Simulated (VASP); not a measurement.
Consider the following.

```xyz
2
Lattice="0.0000 2.3171 2.3171 2.3171 0.0000 2.3171 2.3171 2.3171 0.0000" Properties=species:S:1:pos:R:3 pbc="T T T"
Hf    -0.0485     0.0270    -0.0342
C      2.3656     2.2902     2.3513
```

All values below come from PBEsol GGA, VASP's PBE PAW potentials (set 64) (plane waves; VASP). Run with 400 eV cut-off, 12×12×12 Γ-centred mesh, Gaussian smearing of 0.20 eV, potentials Hf_pv C.

At this cut-off the stress carries a Pulay error, which pulls relaxed volumes low.

Problem. Which forces act on the atoms, in eV/Å?

Solution. 
| atom | Fx | Fy | Fz |
|---|---|---|---|
| Hf1 | 0.722 | -0.385 | 0.497 |
| C2 | -0.722 | 0.385 | -0.497 |

Problem. Give the stress tensor in GPa (positive for a compressed cell).

Solution. 
```
-2.89   0.65  -0.81
 0.65  -4.93   0.47
-0.81   0.47  -4.36
```
The pressure is its mean diagonal, -4.06 GPa.

The structure comes from a computed database's HfC entry; how it stands against other phases isn't given here. The cell was not relaxed at this level, atoms are displaced from their ideal sites.
